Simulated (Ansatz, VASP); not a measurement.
**Be48H95 (V_H1) in two plane-wave programs**

Aim: how closely do two programs agree when they are given the same cell, functional and k mesh? The cell is taken from a series of runs on this material, whose earlier steps may have relaxed, scaled, displaced or heated it; both programs get it as it stands.

Main program and level: Ansatz 0.2.0; plane waves, with VASP 6.6.1 beside it; single point at PBEsol.

## Step 1: Starting point

The cell holds 143 atoms: 48 Be and 95 H. Its edges and angles: a = 12.225 Å, b = 12.225 Å, c = 12.225 Å, α = 141.9°, β = 88.5°, γ = 103.9°. It derives from BeH2 (BeH2 (Ibam)). Nearest the centre at fractional (0.622, 0.447, 0.415): Be27 at 1.00 Å, Be25 at 1.10 Å, H114 at 1.98 Å, H121 at 2.03 Å, H52 at 2.27 Å, H107 at 2.34 Å, H137 at 2.48 Å, H102 at 2.51 Å.

## Step 2: Ansatz: single point, PBEsol

Ansatz runs on its default PAW (the set named soft_2) files.

With cell and atoms fixed, the geometry can't cause a difference; cores, projectors, grids and the points listed under the comparison can.

File input.yaml:

```yaml
crystal:
  lattice:
    - [-3.99332615, 8.75735955, 7.53777216]
    - [3.99332615, -8.75735955, 7.53777216]
    - [3.99332615, 8.75735955, -7.53777216]
  atoms:
    - { symbol: Be, position: [0.1253274128, 0.37399701272, 0.25081901387] }
    - { symbol: Be, position: [0.37588518055, 0.13053587211, 0.2531239254] }
[... 1 atom line left out ...]
    - { symbol: Be, position: [0.33476807583, 0.44276175553, 0.27724397778] }
[... 1 atom line left out ...]
    - { symbol: Be, position: [0.42144875076, 0.19625169324, 0.11304018398] }
[... 17 atom lines left out ...]
    - { symbol: Be, position: [0.41670616983, 0.18917839143, 0.60435221633] }
    - { symbol: H, position: [0.28257233934, 0.19565881211, 0.82229904431] }
[... 1 atom line left out ...]
    - { symbol: H, position: [0.37745184833, 0.05240134361, 0.58388846091] }
    - { symbol: H, position: [0.4701153596, 0.29558528929, 0.91295890973] }
    - { symbol: H, position: [0.34266213838, 0.12217546262, 0.96454142694] }
[... 11 atom lines left out ...]
    - { symbol: Be, position: [0.16547819353, 0.55605093912, 0.22306069977] }
[... 1 atom line left out ...]
    - { symbol: H, position: [0.28080648356, 0.69528663058, 0.32364152092] }
    - { symbol: H, position: [0.12943985436, 0.54132350552, 0.3245715238] }
    - { symbol: H, position: [0.37478824597, 0.55211564488, 0.08429760668] }
    - { symbol: H, position: [0.46714210992, 0.79196293063, 0.4126780518] }
    - { symbol: H, position: [0.34205470648, 0.62141494554, 0.46078880004] }
    - { symbol: H, position: [0.0889757885, 0.62668863819, 0.22037394388] }
    - { symbol: H, position: [0.16038806254, 0.88102383599, 0.03955539546] }
[... 1 atom line left out ...]
    - { symbol: H, position: [0.03252054621, 0.70190902706, 0.08182266387] }
    - { symbol: H, position: [0.11987004216, 0.94057539806, 0.41005184796] }
[... 3 atom lines left out ...]
    - { symbol: Be, position: [0.37558626815, 0.62453283035, 0.74899398787] }
[... 8 atom lines left out ...]
    - { symbol: H, position: [0.34354740719, 0.61880462054, 0.95872999481] }
[... 5 atom lines left out ...]
    - { symbol: H, position: [0.37351291605, 0.96081237773, 0.67851252132] }
[... 5 atom lines left out ...]
    - { symbol: Be, position: [0.66103130185, 0.05284471318, 0.22700214501] }
[... 5 atom lines left out ...]
    - { symbol: H, position: [0.84026279225, 0.11295961401, 0.45480059676] }
[... 3 atom lines left out ...]
    - { symbol: H, position: [0.53327252393, 0.21023438451, 0.07825946235] }
[... 9 atom lines left out ...]
    - { symbol: H, position: [0.62992485446, 0.04808788917, 0.82906795812] }
[... 4 atom lines left out ...]
    - { symbol: H, position: [0.66884812408, 0.40041390436, 0.52603546851] }
    - { symbol: H, position: [0.90771206649, 0.36566306332, 0.77318038902] }
    - { symbol: H, position: [0.53092284223, 0.1985979363, 0.57678759791] }
    - { symbol: H, position: [0.62136383555, 0.44445234955, 0.90566960196] }
    - { symbol: H, position: [0.87164652627, 0.45815202567, 0.67386580437] }
    - { symbol: H, position: [0.71766971201, 0.29990723031, 0.66628019302] }
[... 6 atom lines left out ...]
    - { symbol: H, position: [0.777327973, 0.69207280126, 0.32106711163] }
[... 5 atom lines left out ...]
    - { symbol: H, position: [0.65899445459, 0.8787017462, 0.04036851212] }
    - { symbol: H, position: [0.91520170553, 0.8705676968, 0.27595819782] }
[... 2 atom lines left out ...]
    - { symbol: H, position: [0.86702923505, 0.9536134963, 0.17104874482] }
    - { symbol: H, position: [0.71985587743, 0.78887921648, 0.16990784359] }
[... 6 atom lines left out ...]
    - { symbol: H, position: [0.7832332411, 0.6991072637, 0.82456950213] }
    - { symbol: H, position: [0.62370368778, 0.52707376269, 0.79915376585] }
    - { symbol: H, position: [0.8848147821, 0.55773774385, 0.58843739315] }
[... 2 atom lines left out ...]
    - { symbol: H, position: [0.59323226678, 0.63952130941, 0.72165764201] }
    - { symbol: H, position: [0.65536721803, 0.87718372542, 0.54227847977] }
    - { symbol: H, position: [0.90920371458, 0.8711055482, 0.78070937644] }
    - { symbol: H, position: [0.53243824167, 0.71168225432, 0.58991019882] }
    - { symbol: H, position: [0.62092268795, 0.95122204542, 0.91896540392] }
[... 1 atom line left out ...]
    - { symbol: H, position: [0.71839074066, 0.8079573386, 0.680755707] }
  host:
    repeats: [2, 2, 2]
    atoms:
      - { symbol: Be, position: [0.25, 0.75, 0.5] }
      - { symbol: Be, position: [0.75, 0.25, 0.5] }
      # ... 16 more atoms of the perfect host
basis:
  ecutwfc: 420
  xc_grid: 2
hamiltonian:
  xc: pbesol
kpoints:
  mp_grid: { grid: [1, 1, 1] }
magnetization:
  spin_polarized: true
  initial_magnetization: 1
  spin_locking: { lock_magnetization: hard }
scf:
  occupations: { method: fermi_dirac, width: 0.01 }
  max_iter: 100
output:
  forces: true
  charged_corrections:
    epsilon: [3.63, 3.74, 3.59]
    static_epsilon: [4.37, 5.16, 5.26]
    defect_position: [0.621773, 0.447316, 0.415093]
checkpoint:
  read: "../q0_M1.relax_smeared.run"
  write: "../cc1.q0_M1.lm0.5.run"
  compress: false
  write_wavefunctions: false
  write_every: 100000
```

Started as:

```sh
$ ansatz run input.yaml --threads 4 --pin off --max-ram 7536MiB --backend cpu --events-out ev --progress --plain --runs-dir out
```

Numbers of over 12 decimals in the logs are rounded to 6 here.

Output:

```text
Warning: checkpoint.read: the run can stay near the saved state's solution: 143 site(s) moved relative to the saved geometry (max |Δs| = 3.835e-2 fractional); the SCF starts from the saved state under `checkpoint.density_extrapolation: transplant`, in force with no word given; its orbitals are not used off its sites. A run without `checkpoint.read` takes nothing of the state. A lower free energy from it at the same positions (and U, V and field ramp, if any), with starting moments typed, shows a solution that this start missed, and an equal or higher one rules none out (checkpoint.read, Limitations, in the input reference)
Engine: ansatz 0.2.0, x86_64-unknown-linux-gnu
Pseudopotentials: kind: paw
Pseudopotential: Be, paw, valence charge 2, recommended cutoff 420 eV (normal), Be.paw.azcp
Pseudopotential: H, paw, valence charge 1, recommended cutoff 420 eV (normal), H.paw.azcp
Functional definition: PBEsol
  exchange = pbesol_x
  correlation = pbesol_c
Crystal: 143 atoms, lattice volume = 1054.414 Å³
Basis set: ecut = 420 eV, 20653 PW (Γ), exchange–correlation on 180×180×180 points (8 copies of the dense FFT grid, shifted against one another)
Bands: 239, of which v1, the nominal top of the filled ones, is band 96 counted from 1 (95 counted from 0)
Symmetry: 1 space group operations
Space group: P1 (ITA 1), of the structure as read, at distance tolerance 1.0e-4 Å
Magnetic group: BNS 1.1 (UNI 1), of the structure as read, at distance tolerance 1.0e-4 Å
k-points: 1
Non-local potential: Be, projectors of the file, l = 0: 2, l = 1: 2, l = 2: 1
Non-local potential: H, projectors of the file, l = 0: 2, l = 1: 1
PAW form: soft (Blöchl's): semilocal exchange-correlation on the pseudo side does not see the compensation charge
PAW frozen core: Be, regenerated for the run's functional, and the local potential with it (the file was generated under x = pbe(κ = 0.804, μ = 0.219515), c = pbe(β = 0.066725))
PAW one-centre angular grid: Be, 110 points (default); XC on 64 Gauss nodes
PAW one-centre angular grid: H, 110 points (default); XC on 64 Gauss nodes
Initial density: read from a saved state, or passed on in memory by an earlier SCF of this step, an earlier step, the calling program or the single point that the run made first, carried with its atoms to this geometry
Starting moments: Σ|m| = 1 μB on 143 of 143 sites; this step starts from the density that it was given
Initial wavefunctions: pseudopotential atomic-orbital guess
Functional: x = pbesol(κ = 0.804, μ = 0.123457), c = pbesol(β = 0.046)
iter 1 solved again at ethr=6.40e-4 eV; its pass at ethr=3.10e-3 eV (dr2=1.22e0 eV) is discarded
SCF iter   1: F=—  HF=-5821.839721 eV  |F-HF|=—  |Δ(HF+E_count)|=         —  Δρ=6.48e-3 (↑6.48e-3 ↓5.65e-3)  dr2=1.26e0  dr2_m=5.04e-2  M=1.000 μB ∫|m|=1.086 μB  β_m=0.30  ethr=6.40e-4  ⟨swp⟩=12.0  Hψ=4272  notcnv=0  defer=1
preconditioner: auto → Resta (q_TF=auto, 2.052 Å⁻¹)  ε∞=2.8  [insulator: Δε(μ)=0.971 eV  Ē_g=11.932 eV  σ=0.010 eV  W_gap=1.00  n_scr=150 (ndim 8)  ℏωp=15.8 eV  f_vac=0.000  D(μ)=0.00/eV (n_scr^D=0)  ε∞_Penn≈2.8]
spin=Collinear: Resta preconditioning applied to the charge; magnetization (m = ρ↑ − ρ↓) channel mixes plain (no charge-response kernel on spin).
SCF iter   2: F=—  HF=-5821.695077 eV  |F-HF|=—  |Δ(HF+E_count)|=   1.45e-1  Δρ=4.49e-3 (↑4.49e-3 ↓3.84e-3)  dr2=5.13e-1  dr2_m=2.90e-2  M=1.000 μB ∫|m|=1.082 μB  β_m=0.57  ethr=6.40e-4  ⟨swp⟩=2.0  Hψ=520  notcnv=0  defer=2
SCF iter   3: F=—  HF=-5821.639072 eV  |F-HF|=—  |Δ(HF+E_count)|=   5.60e-2  Δρ=7.08e-4 (↑7.08e-4 ↓5.72e-4)  dr2=9.57e-3  dr2_m=1.14e-3  M=1.000 μB ∫|m|=1.078 μB  β_m=0.65  ethr=2.69e-4  ⟨swp⟩=2.5  Hψ=472  notcnv=0  defer=182
SCF iter   4: F=—  HF=-5821.642841 eV  |F-HF|=—  |Δ(HF+E_count)|=   3.77e-3  Δρ=1.26e-4 (↑1.15e-4 ↓1.26e-4)  dr2=5.80e-4  dr2_m=4.35e-5  M=1.000 μB ∫|m|=1.076 μB  β_m=0.82  ethr=5.01e-6  ⟨swp⟩=3.0  Hψ=412  notcnv=0  defer=274
SCF iter   5: F=—  HF=-5821.643181 eV  |F-HF|=—  |Δ(HF+E_count)|=   3.41e-4  Δρ=2.20e-5 (↑2.00e-5 ↓2.20e-5)  dr2=2.04e-5  dr2_m=1.25e-6  M=1.000 μB ∫|m|=1.075 μB  β_m=0.90  ethr=3.03e-7  ⟨swp⟩=2.0  Hψ=394  notcnv=0  defer=274
SCF iter   6: F=—  HF=-5821.643098 eV  |F-HF|=—  |Δ(HF+E_count)|=   8.33e-5  Δρ=4.12e-6 (↑4.12e-6 ↓3.71e-6)  dr2=7.68e-7  dr2_m=3.11e-8  M=1.000 μB ∫|m|=1.075 μB  β_m=0.95  ethr=1.07e-8  ⟨swp⟩=2.0  Hψ=536  notcnv=0  defer=274
SCF iter   7: F=—  HF=-5821.643099 eV  |F-HF|=—  |Δ(HF+E_count)|=   8.60e-7  Δρ=8.90e-7 (↑8.90e-7 ↓8.32e-7)  dr2=3.83e-8  dr2_m=1.71e-9  M=1.000 μB ∫|m|=1.075 μB  β_m=0.96  ethr=5.24e-11  ⟨swp⟩=14.5  Hψ=3007  notcnv=0
SCF iter   8: F=-5821.643099 eV  HF=-5821.643099 eV  |F-HF|=9.46e-10  |Δ(HF+E_count)|=   2.78e-8  Δρ=2.16e-7 (↑1.78e-7 ↓2.16e-7)  dr2=1.98e-9  dr2_m=1.15e-10  M=1.000 μB ∫|m|=1.075 μB  ethr=2.01e-11  ⟨swp⟩=3.0  Hψ=684  notcnv=0
SCF 1 converged in 8 iterations: F = -5821.643099 eV  dr2 = 1.98e-9
[...]
atom  64  H     -0.01088150     0.00729479     0.01018886
  atom  65  H      0.01521394     0.02301937     0.01370549
  atom  66  H     -0.00026647    -0.00344490     0.00348435
  atom  67  H      0.00838537     0.01279214     0.00247680
  atom  68  H      0.00392205     0.00871477     0.01342555
  atom  69  H     -0.01217419    -0.00940947    -0.00335416
  atom  70  H      0.00116454    -0.00635726     0.00749691
  atom  71  H      0.01372151     0.01710595     0.01469660
  atom  72  H      0.00686657     0.02624506     0.02434249
  atom  73  Be    -2.87197601    -4.79910305     6.73351705
  atom  74  Be    -0.02168368     0.04902381     0.04665413
  atom  75  Be     0.78285137     4.90848560    -7.02039485
  atom  76  Be     0.08013966     0.16529086     0.10695882
  atom  77  Be    -0.31211490    -0.18871262     0.60080796
  atom  78  Be     0.00476935     0.02050744     0.01986450
  atom  79  H     -0.00535024    -0.04741493    -0.19730060
  atom  80  H      0.49803024    -0.39196226     0.25948666
  atom  81  H      0.00924458    -0.00499605    -0.03580398
  atom  82  H     -0.00533985    -0.01963568    -0.02397899
  atom  83  H     -0.01008938    -0.01697195    -0.01370678
  atom  84  H      1.14614179    -0.34267921     0.39323171
  atom  85  H      0.03313645     0.36586305    -0.07297762
  atom  86  H      0.01183675    -0.04956898    -0.00422625
  atom  87  H      0.59943683     0.72841842    -0.00375493
[...]
atom 136  H     -0.00464888    -0.01145348    -0.01442532
  atom 137  H     -0.03975920     0.01797651     0.01346770
  atom 138  H      0.00298977    -0.02858182     0.01779016
  atom 139  H      0.00096824    -0.01548669    -0.01184208
  atom 140  H     -0.02179635     0.01756330     0.01889978
  atom 141  H      0.01216145     0.00168133     0.02045865
  atom 142  H     -0.00439738    -0.01042823    -0.01962606
  atom 143  H     -0.00232025    -0.02312402    -0.03083071
  max |Σ_I F_I| component: 1.75e-5 eV/Å
--- Band table (eV) ---
  k-point 0 ↑: bands = [... 92 lower, -1.0293, -0.9585, -0.8194, -0.5355, 3.7264, 3.9753, 4.1808, 4.3892, ... 139 higher]
  k-point 0 ↓: bands = [... 92 lower, -1.0228, -0.9429, -0.7801, 1.2180, 3.9312, 4.1865, 4.3121, 4.3983, ... 139 higher]
```

Reading the cycles: dr2 is the Hartree energy of the density residual (eV), the measure of convergence; HF is the Harris–Foulkes estimate of the energy, which meets the free energy F at convergence.

## Step 3: VASP: single point, PBEsol

The same cell, functional, mesh and smearing now go to VASP, with its own data sets.

Lines of VASP's logs that name or quote its potential files are left out, and so is its time.

File INCAR:

```
SYSTEM = Be48H95
PREC = Accurate
ENCUT = 520
EDIFF = 1E-06
NELM = 200
ISMEAR = -1
SIGMA = 0.01
LREAL = Auto
ALGO = Normal
GGA = PS
NBANDS = 195
ISPIN = 2
MAGMOM = 0 -0 -0 0 -0 -0 -0 -0 -0 0 0 0 0 0 0 0 0 -0 0 0 -0 0 0 0 0.11 0 0.11 0 0 -0 0 0 0 0 0 0 0 0 -0 0 0 0 0 0 0 0 0 0 -0 0 0 -0 -0 0 -0 0.01 -0 0 -0 -0 0 0 0 -0 0.01 -0 -0 0 0 0 -0 0 0 0 0 -0 0 0 -0 0 0 0 0 0 0 -0 -0 0 0 0 0 -0 0 0 0 0 -0 0 -0 -0 0 0.01 0 -0 0.02 0 0 0 0 0 0 -0 0 0 0 0 0 -0 -0 -0 -0 0 0 0 -0 -0 0 0 -0 0 0 -0 0 0 -0 -0 0 0 0 0 0 0 0
LORBIT = 11
LWAVE = .FALSE.
LCHARG = .FALSE.
ISIF = 2
NUPDOWN = 1
LASPH = .TRUE.
GGA_COMPAT = .FALSE.
```

File POSCAR:

```
Be48H95
1.0
   -3.9933261508      8.7573595481      7.5377721599
    3.9933261508     -8.7573595481      7.5377721599
    3.9933261508      8.7573595481     -7.5377721599
Be H
48 95
Direct
    0.1253274128      0.3739970127      0.2508190139
    0.3758851805      0.1305358721      0.2531239254
[... 1 atom line left out ...]
    0.3347680758      0.4427617555      0.2772439778
[... 1 atom line left out ...]
    0.4214487508      0.1962516932      0.1130401840
[... 17 atom lines left out ...]
    0.4160425697      0.6944604701      0.6094334994
    0.6198379163      0.3735641382      0.2788699966
[... 1 atom line left out ...]
    0.5843004216      0.3373065931      0.3798791644
    0.8316656098      0.4402600507      0.2790378217
    0.6610313018      0.0528447132      0.2270021450
[... 11 atom lines left out ...]
    0.6630136067      0.5428897965      0.2171180918
[... 1 atom line left out ...]
    0.6252740815      0.8801958545      0.7547790744
    0.8763077492      0.6274478549      0.7507936157
    0.5855476480      0.8120882113      0.8957736495
    0.8344857275      0.9446269886      0.7789372985
    0.6672574050      0.5591740760      0.7129856645
    0.9175493228      0.6955326984      0.6104935109
    0.2806006868      0.1975803332      0.3245137432
[... 1 atom line left out ...]
    0.3746613512      0.0522216850      0.0841230826
    0.4682779180      0.3025559253      0.4176031313
[... 3 atom lines left out ...]
    0.4131956329      0.3745852872      0.2815878483
[... 8 atom lines left out ...]
    0.3426621384      0.1221754626      0.9645414269
[... 5 atom lines left out ...]
    0.3717744791      0.4562772326      0.6734382902
[... 5 atom lines left out ...]
    0.3420547065      0.6214149455      0.4607888000
[... 5 atom lines left out ...]
    0.3724789442      0.9627244508      0.1787745751
[... 3 atom lines left out ...]
    0.3779740738      0.5549447680      0.5855002584
[... 9 atom lines left out ...]
    0.7779695632      0.1947031764      0.3211833311
[... 4 atom lines left out ...]
    0.5811447506      0.1091816148      0.2049564229
    0.6631111930      0.3814839184      0.0334334336
    0.9132983729      0.3740153576      0.2817390125
    0.5332725239      0.2102343845      0.0782594624
    0.8640924369      0.4527693060      0.1741948172
    0.7183571873      0.2972910029      0.1827119096
[... 6 atom lines left out ...]
    0.6688481241      0.4004139044      0.5260354685
[... 5 atom lines left out ...]
    0.7773279730      0.6920728013      0.3210671116
    0.6344027595      0.5438069181      0.3347285845
[... 2 atom lines left out ...]
    0.8412747495      0.6210370214      0.4628703816
    0.5846871355      0.6176673262      0.2216502937
[... 6 atom lines left out ...]
    0.7832332411      0.6991072637      0.8245695021
    0.6237036878      0.5270737627      0.7991537658
    0.8848147821      0.5577377438      0.5884373931
[... 2 atom lines left out ...]
    0.5932322668      0.6395213094      0.7216576420
    0.6553672180      0.8771837254      0.5422784798
    0.9092037146      0.8711055482      0.7807093764
    0.5324382417      0.7116822543      0.5899101988
    0.6209226879      0.9512220454      0.9189654039
[... 1 atom line left out ...]
    0.7183907407      0.8079573386      0.6807557070
```

File KPOINTS:

```
Automatic mesh
0
Gamma
1 1 1
0 0 0
```

Potentials, in the order of the species: Be and H (PBE family, release 64).

Started as:

```sh
$ export OMP_NUM_THREADS=4
$ mpirun -np 1 vasp_gam
```

Output:

```text
[banner, memory and clock lines left out]
running    1 mpi-ranks, on    1 nodes
[...]
Offloading initialized ...    1 GPUs detected
[...]
|                                                                             |
|               ----> ADVICE to this user running VASP <----                  |
|                                                                             |
|     You enforced a specific xc type in the INCAR file but a different       |
|     [... a line on the potential file left out ...]
|     I HOPE YOU KNOW WHAT YOU ARE DOING!                                     |
|                                                                             |

 LDA part: xc-table for (Slater+PW92), standard interpolation
 POSCAR, INCAR and KPOINTS ok, starting setup
[...]
entering main loop
       N       E                     dE             d eps       ncg     rms          rms(c)
DAV:   1     0.647389695105E+03    0.64739E+03   -0.79133E+04   780   0.856E+02
DAV:   2    -0.384788595583E+03   -0.10322E+04   -0.83674E+03  1160   0.181E+02
DAV:   3    -0.525768264579E+03   -0.14098E+03   -0.13781E+03   976   0.570E+01
DAV:   4    -0.528720838730E+03   -0.29526E+01   -0.29459E+01  1000   0.886E+00
[...]
DAV:  15    -0.503022858407E+03   -0.66168E-05   -0.60536E-06   888   0.516E-03    0.317E-03
DAV:  16    -0.503022859728E+03   -0.13219E-05   -0.20778E-06   848   0.276E-03    0.158E-03
DAV:  17    -0.503022859795E+03   -0.66311E-07   -0.23802E-07   472   0.101E-03
   1 F= -.50302286E+03 E0= -.50302286E+03  d E =-.601052E-11  mag=     1.0000
```

Parts of OUTCAR (step 3):

```text
 magnetization (x)
# of ion       s       p       d       tot
------------------------------------------
    1       -0.000   0.000   0.000   0.000
    2       -0.000  -0.001   0.000  -0.001
    3        0.000  -0.000   0.000   0.000
    4        0.001   0.006   0.000   0.007
    5       -0.000  -0.000   0.000  -0.000
    6       -0.000  -0.006   0.000  -0.006
[...]
141        0.002   0.000   0.000   0.002
  142        0.000   0.000   0.000   0.000
  143        0.002   0.000   0.000   0.002
--------------------------------------------------
tot          0.302   0.519   0.000   0.821
```

The run ends at a pressure of 1.14 GPa, with forces up to 8.8 eV/Å.

## Step 4: Comparison

Known differences besides the potentials themselves: VASP starts from the moments at which Ansatz ended; the cutoff is 420 eV in Ansatz and 520 eV in VASP (PREC = Accurate, projectors in real space); Ansatz makes its cores anew for this functional, VASP keeps those of its PBE data sets; site moments are counted in spheres of each program's own size. Total energies have different zeros and are not compared.

Compared:

| quantity | Ansatz | VASP | difference |
| --- | --- | --- | --- |
| total moment, fixed by the input (μB) | 1.00 | 1.00 | 0.00 |
| moment on Be27 (μB) | 0.11 | 0.36 | -0.25 |
| moment on Be25 (μB) | 0.11 | 0.36 | -0.25 |

Forces on 9 of the 143 atoms, those with the largest forces and the largest differences (eV/Å; atoms numbered as in POSCAR):

| atom | Ansatz x, y, z | VASP x, y, z |
| --- | --- | --- |
| Be25 | -2.872, -4.799, 6.734 | -2.869, -4.807, 6.746 |
| Be27 | 0.783, 4.908, -7.020 | 0.786, 4.918, -7.029 |
| Be37 | -0.446, 0.363, -0.440 | -0.449, 0.363, -0.440 |
| H52 | -0.107, 0.100, 0.703 | -0.098, 0.105, 0.703 |
| H98 | 0.498, -0.392, 0.259 | 0.511, -0.393, 0.257 |
| H102 | 1.146, -0.343, 0.393 | 1.148, -0.351, 0.392 |
| H105 | 0.599, 0.728, -0.004 | 0.592, 0.729, 0.005 |
| H107 | 0.545, -0.197, -0.645 | 0.537, -0.201, -0.651 |
| H120 | -0.054, -0.037, -0.093 | -0.042, -0.038, -0.089 |

The forces differ by 5.6 meV/Å r.m.s., which is 0.9 % of the r.m.s. force of 0.608 eV/Å (both taken over all components). The total moments and the pattern agree; the site moments differ because the programs count them in spheres of different size.

## Step 5: What came out

| Property | Result |
| --- | --- |
| r.m.s. force difference (single point, PBEsol) | 0.92 % of the r.m.s. force |

In words: The r.m.s. force difference is 0.92 % of the r.m.s. force (single point, PBEsol), within the 3 % picked in this series as the mark of a large difference. Such differences can come from data sets, numerical settings and the points named under the comparisons, not from the functional's error against experiment.

[Lines on the potential files, build, host, timing and source positions are cut from VASP's logs without a mark.]

[Logs are printed without paths, hosts, clocks, repeated set-up lines and the standing remarks that a program may print on its own settings, such as how far it seeks lower states.]

[Hosts, paths, dates, database ids (printed as entryN), source tags and the programs' standing remarks are cut or masked in the printed files.]
